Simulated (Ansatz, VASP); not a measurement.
**One calculation of Bi3Os, two programs**

```
CELL_PARAMETERS angstrom
4.67205 0.00000 0.00000
0.00000 4.67205 0.00000
0.00000 0.00000 4.67205
ATOMIC_POSITIONS crystal
Bi 0.00000 0.50000 0.50000
Bi 0.50000 0.00000 0.50000
Bi 0.50000 0.50000 0.00000
Os 0.00000 0.00000 0.00000
```

Alike in both runs: functional PBE; k mesh 10 × 10 × 10; occupations gaussian, width 0.1 eV; no spin polarisation.

Ansatz relaxed the structure, and its values are those at the end. VASP's run is a single point on that final structure, the one shown.

|  | VASP | Ansatz |
| --- | --- | --- |
| version | VASP 6.6.1 | Ansatz 0.2.0 |
| potentials or method | VASP PAW PBE potentials, release 64 (Bi_d, Os) | scalar-relativistic, plane waves, PAW |
| plane-wave cutoff (eV) | 520 | 420 |
| valence electrons in the cell | 53 | 61 |

|  | VASP | Ansatz | Ansatz less VASP |
| --- | --- | --- | --- |
| gap on the k mesh at the Fermi level (eV) | none | none | - |
| pressure (GPa) | -0.1 | 0.0 | +0.09 |

A gap of «none» marks a metal or a gap that the smearing closes. The two sets of potentials don't hold the same shells in valence.

Caveats: spin-orbit coupling is left out, which moves the levels of the heavy elements.
